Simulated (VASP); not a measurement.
The system is SiB.

```
Si B
1.0
     4.22096    0.00000    0.00000
     0.00000    4.22096    0.00000
     0.00000    0.00000    4.22096
Si B
4 4
Cartesian
  0.6607 1.4497 2.7712
  1.4497 2.7712 0.6607
  2.7712 0.6607 1.4497
  3.5602 3.5602 3.5602
  3.6051 2.7263 1.4946
  2.7263 1.4946 3.6051
  1.4946 3.6051 2.7263
  0.6159 0.6159 0.6159
```

The cell was built by a generator and needn't be a form met in nature.

* Program: VASP 6.6.1
* Task: relaxation of cell and atoms
* Functional: PBE
* Potentials or basis: VASP PAW PBE potentials, release 64 (Si, B)
* Cutoff: 520 eV
* k mesh: 4 × 4 × 4
* Occupations: gaussian, width 0.15 eV
* Spin: no spin polarisation

At the start: pressure 8.7 GPa; volume 9.40 Å³/atom.

Q: Where does the relaxation end?

A: Over 16 steps the energy falls by 585.8 meV/atom and the volume is 10.26 Å³/atom (+9.2 %); space group P2_13 (No. 198, to 0.05 Å).

The path:
```csv
step,energy change (eV),largest force (eV/Å),pressure (GPa),volume (Å³)
1,0.0000,1.1164,8.75,75.20
2,-0.3464,1.0846,-3.09,80.93
3,-0.3777,1.0856,-6.65,83.23
4,-0.7295,1.2200,-7.05,83.36
5,-1.9899,1.2759,-6.43,83.76
6,-2.9149,1.9708,4.92,84.57
7,-3.0330,1.7531,0.44,84.35
8,-3.4517,1.6522,-0.16,84.77
9,-4.0752,1.1754,-2.40,85.84
10,-3.3624,1.4088,-10.52,87.99
11,-4.1713,1.0761,-3.93,86.27
12,-4.5891,0.5896,-0.32,82.57
13,-4.6630,0.1196,3.69,80.28
14,-4.6643,0.1872,3.16,80.56
15,-4.6777,0.1013,-2.05,83.11
16,-4.6861,0.0411,-0.15,82.11
```

Final structure:
```cif
data_structure
_symmetry_space_group_name_H-M 'P 1'
_symmetry_Int_Tables_number 1
_cell_length_a 4.3465
_cell_length_b 4.3465
_cell_length_c 4.3465
_cell_angle_alpha 90.000
_cell_angle_beta 90.000
_cell_angle_gamma 90.000
_cell_volume 82.11
loop_
_atom_site_label
_atom_site_type_symbol
_atom_site_fract_x
_atom_site_fract_y
_atom_site_fract_z
_atom_site_occupancy
Si1 Si 0.25349 0.24651 0.75349 1
Si2 Si 0.24651 0.75349 0.25349 1
Si3 Si 0.75349 0.25349 0.24651 1
Si4 Si 0.74651 0.74651 0.74651 1
B1 B 0.74645 0.75355 0.24645 1
B2 B 0.75355 0.24645 0.74645 1
B3 B 0.24645 0.74645 0.75355 1
B4 B 0.25355 0.25355 0.25355 1
```

Caveat: the k mesh is coarse (spacing up to 0.37 Å⁻¹), so the values aren't converged.
